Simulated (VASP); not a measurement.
A convergence study with VASP on La2O3 (space group no. 164 when undisturbed): a few settings are varied, all else stays as given below, so the limit is that of these other settings. One atom is moved off its site, so that forces are finite.

```yaml
crystal:
  lattice:
    - [1.97985, -3.42920, 0.00000]
    - [1.97985, 3.42920, 0.00000]
    - [0.00000, 0.00000, 6.16065]
  atoms:
    - { symbol: La, position: [0.33333, 0.66667, 0.25512] }
    - { symbol: La, position: [0.66667, 0.33333, 0.75300] }
    - { symbol: O, position: [0.00000, 0.00000, 0.00000] }
    - { symbol: O, position: [0.33333, 0.66667, 0.64700] }
    - { symbol: O, position: [0.66667, 0.33333, 0.35300] }
```

Computed with PBE GGA, VASP's PBE PAW potentials (set 64) (plane waves; VASP). The last row used: 400 eV cut-off, 15×15×9 Γ-centred mesh shifted by (0.5, 0.5, 0.5), Fermi-Dirac smearing of 0.050 eV, potentials La O.

```json
[
 {"setting": "2×2×1 mesh", "E (eV/atom)": "-8.4568", "pressure (GPa)": "-5.21", "largest force (eV/Å)": "0.978", "irreducible k-points": "2"},
 {"setting": "2×2×2 mesh", "E (eV/atom)": "…", "pressure (GPa)": "…", "largest force (eV/Å)": "…", "irreducible k-points": "3"},
 {"setting": "3×3×2 mesh", "E (eV/atom)": "-8.3721", "pressure (GPa)": "-3.95", "largest force (eV/Å)": "0.566", "irreducible k-points": "6"},
 {"setting": "4×4×2 mesh", "E (eV/atom)": "-8.3730", "pressure (GPa)": "-3.95", "largest force (eV/Å)": "0.561", "irreducible k-points": "10"},
 {"setting": "4×4×3 mesh", "E (eV/atom)": "-8.3724", "pressure (GPa)": "-3.94", "largest force (eV/Å)": "0.556", "irreducible k-points": "16"},
 {"setting": "5×5×3 mesh", "E (eV/atom)": "-8.3723", "pressure (GPa)": "-3.95", "largest force (eV/Å)": "0.557", "irreducible k-points": "24"},
 {"setting": "6×6×3 mesh", "E (eV/atom)": "…", "pressure (GPa)": "-3.94", "largest force (eV/Å)": "0.557", "irreducible k-points": "33"},
 {"setting": "6×6×4 mesh", "E (eV/atom)": "-8.3724", "pressure (GPa)": "-3.93", "largest force (eV/Å)": "0.556", "irreducible k-points": "42"},
 {"setting": "7×7×4 mesh", "E (eV/atom)": "-8.3724", "pressure (GPa)": "-3.94", "largest force (eV/Å)": "0.557", "irreducible k-points": "56"},
 {"setting": "8×8×4 mesh", "E (eV/atom)": "-8.3723", "pressure (GPa)": "-3.95", "largest force (eV/Å)": "0.557", "irreducible k-points": "72"},
 {"setting": "8×8×5 mesh", "E (eV/atom)": "-8.3723", "pressure (GPa)": "-3.94", "largest force (eV/Å)": "0.557", "irreducible k-points": "92"},
 {"setting": "9×9×5 mesh", "E (eV/atom)": "-8.3723", "pressure (GPa)": "-3.94", "largest force (eV/Å)": "0.557", "irreducible k-points": "115"},
 {"setting": "10×10×6 mesh", "E (eV/atom)": "-8.3723", "pressure (GPa)": "-3.94", "largest force (eV/Å)": "0.557", "irreducible k-points": "165"},
 {"setting": "11×11×6 mesh", "E (eV/atom)": "-8.3724", "pressure (GPa)": "-3.94", "largest force (eV/Å)": "0.557", "irreducible k-points": "198"},
 {"setting": "12×12×7 mesh", "E (eV/atom)": "-8.3723", "pressure (GPa)": "-3.95", "largest force (eV/Å)": "0.557", "irreducible k-points": "276"},
 {"setting": "14×14×8 mesh", "E (eV/atom)": "-8.3723", "pressure (GPa)": "-3.95", "largest force (eV/Å)": "0.557", "irreducible k-points": "420"},
 {"setting": "15×15×9 mesh", "E (eV/atom)": "-8.3724", "pressure (GPa)": "-3.94", "largest force (eV/Å)": "0.557", "irreducible k-points": "544"}
]
```

Question: Fill in the missing entries.

Answer: 
- 2×2×2 mesh, E (eV/atom): -8.3868
- 2×2×2 mesh, pressure (GPa): -4.25
- 2×2×2 mesh, largest force (eV/Å): 0.555
- 6×6×3 mesh, E (eV/atom): -8.3725

Left out are rungs that failed or repeat a setting and relaxations that didn't move; long series are thinned to 24 rows.

The structure is a typed La2O3 crystal (space group no. 164). The cell was not relaxed at this level, it is distorted from the ideal structure.
